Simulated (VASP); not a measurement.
# LiPb (Pm-3m) in VASP: further runs

One crystal, LiPb, is run at these levels: LDA; tasks: single point.

Everything below comes from runs of VASP 6.6.1. Logs are shortened: lines on timing, memory, paths and dates and some standing lists are left out, and cuts for length are marked.

### 1 Starting point

It takes space group Pm-3m (No. 221, cubic). Conventional cell: a = 3.522 Å, b = 3.522 Å, c = 3.522 Å, α = 90.00°, β = 90.00°, γ = 90.00°. Li (site symmetry m-3m) has 8 Pb at 3.05 Å as nearest neighbours. Around Pb (site symmetry m-3m) lie 8 Li at 3.05 Å.

### 2 Single point, LDA

File INCAR:

```
SYSTEM = LiPb
PREC     = Accurate       ! precision mode
ENCUT    = 520            ! plane-wave cutoff, eV
EDIFF    = 1E-6           ! SCF threshold, eV
ISMEAR   = -1             ! smearing method
SIGMA    = 0.15           ! smearing width, eV
LREAL    = .FALSE.        ! projectors in reciprocal space
LASPH    = .TRUE.         ! aspherical terms in the spheres
NELM     = 100            ! most SCF steps
ALGO     = Fast           ! electronic algorithm
ISIF     = 2              ! what is computed and relaxed
LWAVE    = .FALSE.        ! write WAVECAR
LCHARG   = .FALSE.        ! write CHGCAR
NBANDS   = 16             ! bands
```

File KPOINTS:

```
Automatic mesh
0
G
  6 6 6
  0 0 0
```

File POSCAR:

```
LiPb
1.0
    3.5220000000      0.0000000000      0.0000000000
    0.0000000000      3.5220000000      0.0000000000
    0.0000000000      0.0000000000      3.5220000000
Li Pb
1 1
Direct
    0.5000000000      0.5000000000      0.5000000000
    0.0000000000      0.0000000000      0.0000000000
```

Potentials or basis: VASP PAW LDA potentials, release 64 (Li_sv, Pb_d).

Launch:

```bash
> cat potpaw_LDA.64/Li_sv/POTCAR potpaw_LDA.64/Pb_d/POTCAR > POTCAR
> mpirun -np 1 vasp_std > vasp.out
```

OUTCAR:

```text
SYSTEM = LiPb
   PREC = Accurate
   ENCUT = 520
   EDIFF = 1E-6
   ISMEAR = -1
   LREAL = .FALSE.
   LASPH = .TRUE.
   NELM = 100
   ISIF = 2

 ion  position               nearest neighbor table
   1  0.500  0.500  0.500-   2 3.05   2 3.05   2 3.05   2 3.05   2 3.05   2 3.05   2 3.05   2 3.05

   2  0.000  0.000  0.000-   1 3.05   1 3.05   1 3.05   1 3.05   1 3.05   1 3.05   1 3.05   1 3.05

  LATTYP: Found a simple cubic cell.
 ALAT       =     3.5220000000

  Lattice vectors:

 A1 = (   3.5220000000,   0.0000000000,   0.0000000000)
 A2 = (   0.0000000000,   3.5220000000,   0.0000000000)
 A3 = (   0.0000000000,   0.0000000000,   3.5220000000)

Analysis of symmetry for initial positions (statically):
=====================================================================
 Subroutine PRICEL returns:
 Original cell was already a primitive cell.

 Routine SETGRP: Setting up the symmetry group for a
 simple cubic supercell.

 Subroutine GETGRP returns: Found 48 space group operations
 (whereof 48 operations were pure point group operations)
 out of a pool of 48 trial point group operations.

The static configuration has the point symmetry O_h .

Analysis of symmetry for dynamics (positions and initial velocities):
=====================================================================
 Subroutine PRICEL returns:
 Original cell was already a primitive cell.

 Routine SETGRP: Setting up the symmetry group for a
 simple cubic supercell.

 Subroutine GETGRP returns: Found 48 space group operations
 (whereof 48 operations were pure point group operations)
 out of a pool of 48 trial point group operations.

The dynamic configuration has the point symmetry O_h .

 Subroutine INISYM returns: Found 48 space group operations
 (whereof 48 operations are pure point group operations),
 and found     1 'primitive' translations

----------------------------------------------------------------------------------------

                                     Primitive cell

  volume of cell :      43.6886

  direct lattice vectors                    reciprocal lattice vectors
     3.522000000  0.000000000  0.000000000     0.283929585  0.000000000  0.000000000
     0.000000000  3.522000000  0.000000000     0.000000000  0.283929585  0.000000000
     0.000000000  0.000000000  3.522000000     0.000000000  0.000000000  0.283929585

  length of vectors
     3.522000000  3.522000000  3.522000000     0.283929585  0.283929585  0.283929585

  position of ions in fractional coordinates (direct lattice)
     0.500000000  0.500000000  0.500000000
     0.000000000  0.000000000  0.000000000

  ion indices of the primitive-cell ions
   primitive index   ion index
                 1           1
                 2           2

----------------------------------------------------------------------------------------

 KPOINTS: Automatic mesh

Automatic generation of k-mesh.
 Grid dimensions read from file:
 generate k-points for:    6    6    6

 Generating k-lattice:

  Cartesian coordinates                     Fractional coordinates (reciprocal lattice)
     0.047321598  0.000000000  0.000000000     0.166666667  0.000000000  0.000000000
     0.000000000  0.047321598  0.000000000     0.000000000  0.166666667  0.000000000
     0.000000000  0.000000000  0.047321598     0.000000000  0.000000000  0.166666667

  Length of vectors
     0.047321598  0.047321598  0.047321598

  Shift w.r.t. Gamma in fractional coordinates (k-lattice)
     0.000000000  0.000000000  0.000000000

 Subroutine IBZKPT returns following result:
 ===========================================

 Found     20 irreducible k-points:

 Following reciprocal coordinates:
            Coordinates               Weight
  0.000000  0.000000  0.000000      1.000000
  0.166667  0.000000  0.000000      6.000000
  0.333333  0.000000  0.000000      6.000000
  0.500000  0.000000  0.000000      3.000000
  0.166667  0.166667  0.000000     12.000000
  0.333333  0.166667  0.000000     24.000000
[... 12 lines left out ...]
  0.500000  0.500000  0.333333      6.000000
  0.500000  0.500000  0.500000      1.000000
   k-points           NKPTS =     20   k-points in BZ     NKDIM =     20   number of bands    NBANDS=     16
   number of dos      NEDOS =    301   number of ions     NIONS =      2
   total plane-waves  NPLWV =  21952
   dimension x,y,z NGX =    28 NGY =   28 NGZ =   28
   dimension x,y,z NGXF=    56 NGYF=   56 NGZF=   56
   ions per type =               1   1
   NGX,Y,Z   is equivalent  to a cutoff of  13.22, 13.22, 13.22 a.u.
   NGXF,Y,Z  is equivalent  to a cutoff of  26.43, 26.43, 26.43 a.u.
 SYSTEM =  LiPb
   PREC   = accura    normal or accurate (medium, high low for compatibility)
   ISTART =      0    job   : 0-new  1-cont  2-samecut
   ICHARG =      2    charge: 1-file 2-atom 10-const
   ISPIN  =      1    spin polarized calculation?
   LNONCOLLINEAR =      F non collinear calculations
   LSORBIT =      F    spin-orbit coupling
   LASPH  =      T    aspherical Exc in radial PAW
   ENCUT  =  520.0 eV  38.22 Ry    6.18 a.u.   6.55  6.55  6.55*2*pi/ulx,y,z
   NELM   =    100;   NELMIN=  2; NELMDL= -5     # of ELM steps
   EDIFF  = 0.1E-05   stopping-criterion for ELM
   LREAL  =      F    real-space projection
   EDIFFG = 0.1E-04   stopping-criterion for IOM
   NSW    =      0    number of steps for IOM
   IBRION =     -1    ionic relax: 0-MD 1-quasi-New 2-CG
   NFREE  =      0    steps in history (QN), initial steepest desc. (CG)
   ISIF   =      2    stress and relaxation
   ISYM   =      2    0-nonsym 1-usesym 2-fastsym
   POTIM  = 0.5000    time-step for ionic-motion
   TEBEG  =    0.0;   TEEND  =   0.0 temperature during run
   PSTRESS=    0.0 pullay stress
   NELECT =      17.0000    total number of electrons
   NUPDOWN=      -1.0000    fix difference up-down
   EMIN   =  10.00;   EMAX   =-10.00  energy-range for DOS
   EFERMI =   0.00;   METHOD = LEGACY
   ISMEAR =    -1;   SIGMA  =   0.15  broadening in eV -4-tet -1-fermi 0-gaus
   EFERMI_NEDOS =   21; number of points for ismear=-14 and -15
   IALGO  =     68    algorithm
   IMIX   =      4    mixing-type and parameters
     AMIX     =   0.40;   BMIX     =  1.00
     AMIX_MAG =   1.60;   BMIX_MAG =  1.00
  volume/ion in A,a.u.               =      21.84       147.41
  Fermi-wavevector in a.u.,A,eV,Ry     =   1.195185  2.258572 19.435475  1.428467
  Thomas-Fermi vector in A             =   2.331157
   LORBIT       =      0    0 simple, 1 ext, 2 COOP (PROOUT), +10 PAW based schemes
   GGA     = CA    functional components
   LHFCALC =     F    Hartree Fock is set to
   AEXX    =    0.0000 exact exchange contribution
   IVDW    =     0    specifies the selected vdW correction
   LEPSILON=     F    determine dielectric tensor
   LRPA    =     F    only Hartree local field effects (RPA)
 non-spin polarized calculation
 RMM-DIIS sequential band-by-band and
  energy-cutoff  :      520.00
  volume of cell :       43.69
 maximum number of plane-waves:      1208
 NGX is ok and might be reduce to    28
   NGX = 13   NGY = 13   NGZ = 13

 number of electron      17.0000015 magnetization

 Free energy of the ion-electron system (eV)
  ---------------------------------------------------
  ext. energy  EPLUGINS =         0.00000000
  ---------------------------------------------------
  free energy    TOTEN  =        -7.00765323 eV

  energy without entropy =       -6.96012483  energy(sigma->0) =       -6.98388903

 E-fermi :   5.6690     XC(G=0):  -9.7500

 val. band max:        5.4888430313   @ k =   0.1667   0.0000   0.0000
 cond. band min:       5.6834948949   @ k =   0.1667   0.1667   0.0000
 fundamental gap:      0.1946518636
 Fermi energy:         5.6690115134

 k-point     1 :       0.0000    0.0000    0.0000
  band No.  band energies     occupation
      1     -40.2534      2.00000
      2     -11.3606      2.00000
      3     -11.3606      2.00000
      4     -11.1029      2.00000
      5     -11.1029      2.00000
      6     -11.1029      2.00000
[... 8 lines left out ...]
     15      18.2045      0.00000
     16      18.2046      0.00000

 k-point     2 :       0.1667    0.0000    0.0000
  band No.  band energies     occupation
      1     -40.2531      2.00000
      2     -11.3567      2.00000
      3     -11.3032      2.00000
      4     -11.1235      2.00000
      5     -11.1235      2.00000
      6     -11.1011      2.00000
[... 8 lines left out ...]
     15      16.7690      0.00000
     16      17.3376      0.00000

 k-point     3 :       0.3333    0.0000    0.0000
  band No.  band energies     occupation
      1     -40.2523      2.00000
      2     -11.3491      2.00000
      3     -11.1900      2.00000
      4     -11.1642      2.00000
      5     -11.1642      2.00000
      6     -11.0976      2.00000
[... 8 lines left out ...]
     15      15.6460      0.00000
     16      16.3616      0.00000

 k-point     4 :       0.5000    0.0000    0.0000
  band No.  band energies     occupation
      1     -40.2519      2.00000
      2     -11.3452      2.00000
      3     -11.1843      2.00000
      4     -11.1843      2.00000
      5     -11.1342      2.00000
      6     -11.0957      2.00000
[... 8 lines left out ...]
     15      14.9969      0.00000
     16      15.1260      0.00000
[... 248 lines left out ...]
 k-point    18 :       0.5000    0.3333    0.3333
  band No.  band energies     occupation
      1     -40.2499      2.00000
      2     -11.2568      2.00000
      3     -11.2568      2.00000
      4     -11.2298      2.00000
      5     -11.0689      2.00000
      6     -11.0058      2.00000
[... 8 lines left out ...]
     15      22.7491      0.00000
     16      22.9274      0.00000

 k-point    19 :       0.5000    0.5000    0.3333
  band No.  band energies     occupation
      1     -40.2496      2.00000
      2     -11.2832      2.00000
      3     -11.2545      2.00000
      4     -11.2545      2.00000
      5     -11.0365      2.00000
      6     -10.9700      2.00000
[... 8 lines left out ...]
     15      24.2899      0.00000
     16      24.7319      0.00000

 k-point    20 :       0.5000    0.5000    0.5000
  band No.  band energies     occupation
      1     -40.2494      2.00000
      2     -11.2811      2.00000
      3     -11.2811      2.00000
      4     -11.2811      2.00000
      5     -10.9688      2.00000
      6     -10.9688      2.00000
[... 8 lines left out ...]
     15      26.2217      0.00000
     16      26.2230      0.00000

------------------------ aborting loop because EDIFF is reached ----------------------------------------

  FORCE on cell =-STRESS in cart. coord.  units (eV):
  Direction    XX          YY          ZZ          XY          YZ          ZX
  --------------------------------------------------------------------------------------
  -------------------------------------------------------------------------------------
  Total       -0.5491346     -0.5491346     -0.5491346     -0.0000000      0.0000000     -0.0000000
  in kB      -20.1382316    -20.1382316    -20.1382316     -0.0000000      0.0000000     -0.0000000
  external PRESSURE =     -20.1382316 kB  Pullay stress =       0.0000000 kB

 VOLUME and BASIS-vectors are now :
 -----------------------------------------------------------------------------
  energy-cutoff  :      520.00
  volume of cell :       43.69
      direct lattice vectors                 reciprocal lattice vectors
     3.522000000  0.000000000  0.000000000     0.283929585  0.000000000  0.000000000
     0.000000000  3.522000000  0.000000000     0.000000000  0.283929585  0.000000000
     0.000000000  0.000000000  3.522000000     0.000000000  0.000000000  0.283929585

 POSITION                                       TOTAL-FORCE (eV/Angst)
 -----------------------------------------------------------------------------------
      1.76100      1.76100      1.76100         0.000000      0.000000      0.000000
      0.00000      0.00000      0.00000         0.000000      0.000000      0.000000
 -----------------------------------------------------------------------------------
    total drift:                               -0.000000      0.000000      0.000000

  FREE ENERGIE OF THE ION-ELECTRON SYSTEM (eV)
  ---------------------------------------------------
  free  energy   TOTEN  =        -7.0076532317 eV

  energy  without entropy=       -6.9601248325  energy(sigma->0) =       -6.98388903
```

Run time: 13 s. Hardware: 1 thread of Intel Xeon Platinum 8375C at 2.90GHz (Ice Lake), shared host; peak memory 0.14 GiB.

What came out:

```yaml
Free_energy: -7.0077 eV
Band_gap_on_the_k_mesh: none (metal or under the smearing width)
```

Levels at points of the mesh, in eV from the Fermi level:
```csv
k point,band 4,band 5,band 6,band 7,band 8,band 9,band 10,band 11,band 12,band 13
"(0.00, 0.00, 0.00)",-16.77,-16.77,-16.77,-10.76,2.07,2.07,2.07,5.44,6.39,6.39
"(0.50, 0.00, 0.00)",-16.85,-16.80,-16.76,-9.23,-4.17,4.43,4.43,5.84,7.11,7.11
"(0.50, 0.50, 0.00)",-16.84,-16.84,-16.64,-7.51,-2.98,-2.98,2.18,6.29,8.15,8.78
"(0.50, 0.50, 0.50)",-16.95,-16.64,-16.64,-5.92,-0.79,-0.79,-0.79,2.35,2.35,2.35
```

Caveat: the cutoff is under 1.25 times the usual one of these potentials, so pressure, stress and relaxed cells hold a basis-set (Pulay) error. Spin-orbit coupling is left out, which matters for the levels of Pb.

### 3 Single point, LDA

File INCAR:

```
PREC     = Accurate       # precision mode
ENCUT    = 520            # plane-wave cutoff, eV
EDIFF    = 1E-6           # SCF threshold, eV
ISMEAR   = -1             # smearing method
SIGMA    = 0.15           # smearing width, eV
LREAL    = False          # projectors in reciprocal space
LASPH    = True           # aspherical terms in the spheres
NELM     = 100            # most SCF steps
ALGO     = Normal         # electronic algorithm
ISIF     = 2              # what is computed and relaxed
LWAVE    = False          # write WAVECAR
LCHARG   = False          # write CHGCAR
NBANDS   = 16             # bands
```

File KPOINTS:

```
regular mesh
0
Gamma
  6 6 6
```

POSCAR is that of step 2.

Potentials or basis: VASP PAW LDA potentials, release 64 (Li_sv, Pb_d).

Launch:

```bash
> cat potpaw_LDA.64/Li_sv/POTCAR potpaw_LDA.64/Pb_d/POTCAR > POTCAR
> mpirun -np 1 vasp_std > vasp.out
```

OUTCAR:

```text
PREC = Accurate
   ENCUT = 520
   EDIFF = 1E-6
   ISMEAR = -1
   LREAL = False
   LASPH = True
   NELM = 100
   ISIF = 2

 ion  position               nearest neighbor table
   1  0.500  0.500  0.500-   2 3.05   2 3.05   2 3.05   2 3.05   2 3.05   2 3.05   2 3.05   2 3.05

   2  0.000  0.000  0.000-   1 3.05   1 3.05   1 3.05   1 3.05   1 3.05   1 3.05   1 3.05   1 3.05

  LATTYP: Found a simple cubic cell.
 ALAT       =     3.5220000000

  Lattice vectors:

 A1 = (   3.5220000000,   0.0000000000,   0.0000000000)
 A2 = (   0.0000000000,   3.5220000000,   0.0000000000)
 A3 = (   0.0000000000,   0.0000000000,   3.5220000000)

Analysis of symmetry for initial positions (statically):
=====================================================================
 Subroutine PRICEL returns:
 Original cell was already a primitive cell.

 Routine SETGRP: Setting up the symmetry group for a
 simple cubic supercell.

 Subroutine GETGRP returns: Found 48 space group operations
 (whereof 48 operations were pure point group operations)
 out of a pool of 48 trial point group operations.

The static configuration has the point symmetry O_h .

[... 155 lines left out ...]

 E-fermi :   5.6688     XC(G=0):  -9.7500

 val. band max:        5.4887173284   @ k =   0.1667   0.0000   0.0000
 cond. band min:       5.6833211139   @ k =   0.1667   0.1667   0.0000
 fundamental gap:      0.1946037855
 Fermi energy:         5.6688092708

 k-point     1 :       0.0000    0.0000    0.0000
  band No.  band energies     occupation
      1     -40.2470      2.00000
      2     -11.3605      2.00000
      3     -11.3605      2.00000
      4     -11.1028      2.00000
      5     -11.1028      2.00000
      6     -11.1028      2.00000
[... 357 lines left out ...]
      3     -11.2810      2.00000
      4     -11.2810      2.00000
      5     -10.9688      2.00000
      6     -10.9688      2.00000
[... 8 lines left out ...]
     15      26.2215      0.00000
     16      26.2215      0.00000

------------------------ aborting loop because EDIFF is reached ----------------------------------------

  FORCE on cell =-STRESS in cart. coord.  units (eV):
  Direction    XX          YY          ZZ          XY          YZ          ZX
  --------------------------------------------------------------------------------------
  -------------------------------------------------------------------------------------
  Total       -0.5353689     -0.5353689     -0.5353689      0.0000000      0.0000000      0.0000000
  in kB      -19.6334083    -19.6334083    -19.6334083      0.0000000      0.0000000      0.0000000
  external PRESSURE =     -19.6334083 kB  Pullay stress =       0.0000000 kB

 VOLUME and BASIS-vectors are now :
 -----------------------------------------------------------------------------
  energy-cutoff  :      520.00
  volume of cell :       43.69
      direct lattice vectors                 reciprocal lattice vectors
     3.522000000  0.000000000  0.000000000     0.283929585  0.000000000  0.000000000
     0.000000000  3.522000000  0.000000000     0.000000000  0.283929585  0.000000000
     0.000000000  0.000000000  3.522000000     0.000000000  0.000000000  0.283929585

 POSITION                                       TOTAL-FORCE (eV/Angst)
 -----------------------------------------------------------------------------------
      1.76100      1.76100      1.76100         0.000000      0.000000      0.000000
      0.00000      0.00000      0.00000         0.000000      0.000000      0.000000
 -----------------------------------------------------------------------------------
    total drift:                               -0.000000      0.000000      0.000000

  FREE ENERGIE OF THE ION-ELECTRON SYSTEM (eV)
  ---------------------------------------------------
  free  energy   TOTEN  =        -7.0076539648 eV

  energy  without entropy=       -6.9601273583  energy(sigma->0) =       -6.98389066
```

OSZICAR:

```text
N       E                     dE             d eps       ncg     rms          rms(c)
DAV:   1     0.131361073234E+03    0.13136E+03   -0.76861E+03   640   0.114E+03
DAV:   2     0.233549363182E+01   -0.12903E+03   -0.12358E+03   712   0.307E+02
DAV:   3    -0.690268094882E+01   -0.92382E+01   -0.91526E+01  1216   0.719E+01
DAV:   4    -0.706213190878E+01   -0.15945E+00   -0.15903E+00   760   0.798E+00
DAV:   5    -0.706860280528E+01   -0.64709E-02   -0.64694E-02  1040   0.160E+00    0.122E+00
DAV:   6    -0.702025299711E+01    0.48350E-01   -0.59911E-02   792   0.374E+00    0.577E-01
DAV:   7    -0.700875365230E+01    0.11499E-01   -0.20924E-02   936   0.191E+00    0.160E-01
DAV:   8    -0.700764633706E+01    0.11073E-02   -0.15796E-03   952   0.516E-01    0.167E-02
DAV:   9    -0.700765400701E+01   -0.76699E-05   -0.12166E-04   888   0.101E-01    0.136E-02
DAV:  10    -0.700765396478E+01    0.42223E-07   -0.32817E-06   880   0.193E-02
   1 F= -.70076540E+01 E0= -.69838907E+01  d E =-.475266E-01
```

It took 8.6 s on 1 thread of Intel Xeon Platinum 8375C at 2.90GHz (Ice Lake), shared host; peak memory 0.14 GiB.

Results:

* Free energy: -7.0077 eV
* Band gap on the k mesh: none (metal or under the smearing width)

Caveat: the cutoff is under 1.25 times the usual one of these potentials, so pressure, stress and relaxed cells hold a basis-set (Pulay) error.
